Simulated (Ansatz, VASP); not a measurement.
This is a calculation of GaF for Ansatz 0.2.0.

File input.yaml:

```yaml
crystal:
  lattice:
    - [3.1446715745, 0.0, 0.0]
    - [0.0, 3.1446715745, 0.0]
    - [0.0, 0.0, 3.1446715745]
  atoms:
    - { symbol: Ga, position: [0.0, 0.0, 0.0] }
    - { symbol: F, position: [0.5, 0.5, 0.5] }
hamiltonian:
  xc: pbe
  pseudopotentials: { kind: paw }
kpoints:
  mp_grid: { grid: [8, 8, 8] }
scf:
  occupations: { method: fermi_dirac, width: 0.05 }
output:
  forces: true
  stress: true
  eigenvalues: true
```

Potentials or basis: Ansatz PAW.

Command:

```console
$ ansatz run input.yaml --threads 1 --pin off --max-ram 3584MiB --backend cpu --events-out ev --progress --plain --runs-dir out
```

Translate it to VASP 6.6.1. Potentials there: VASP PAW PBE potentials, release 64 (Ga_d, F).

As run (the cutoff follows the program's own potentials):

INCAR

```
PREC     = Accurate       # precision mode
ENCUT    = 520            # plane-wave cutoff, eV
EDIFF    = 1E-7           # SCF threshold, eV
ISMEAR   = -1             # smearing method
SIGMA    = 0.05           # smearing width, eV
LREAL    = False          # projectors in reciprocal space
LASPH    = True           # aspherical terms in the spheres
NELM     = 80             # most SCF steps
ALGO     = Normal         # electronic algorithm
ISIF     = 2              # what is computed and relaxed
LWAVE    = False          # write WAVECAR
LCHARG   = False          # write CHGCAR
GGA      = PE             # functional
NBANDS   = 17             # bands
```

The input KPOINTS:

```
Automatic mesh
0
Gamma
  8 8 8
```

The input POSCAR:

```
GaF
1.0
    3.1446715745      0.0000000000      0.0000000000
    0.0000000000      3.1446715745      0.0000000000
    0.0000000000      0.0000000000      3.1446715745
Ga F
1 1
Direct
    0.0000000000      0.0000000000      0.0000000000
    0.5000000000      0.5000000000      0.5000000000
```

Potentials or basis: VASP PAW PBE potentials, release 64 (Ga_d, F).

Command:

```sh
$ cat potpaw_PBE.64/Ga_d/POTCAR potpaw_PBE.64/F/POTCAR > POTCAR
$ mpirun -np 1 vasp_std > vasp.out
```

Both were run:

|  | VASP | Ansatz | Ansatz less VASP |
| --- | --- | --- | --- |
| gap on the k mesh at the Fermi level (eV) | 0.19 | 0.19 | +0.003 |
| least direct gap on the mesh (eV) | 1.06 | 1.07 | +0.007 |
| pressure (GPa) | 0.8 | 1.0 | +0.14 |

Caveats: the pressure holds a Pulay correction of +0.4 GPa for the finite cutoff (Ansatz).
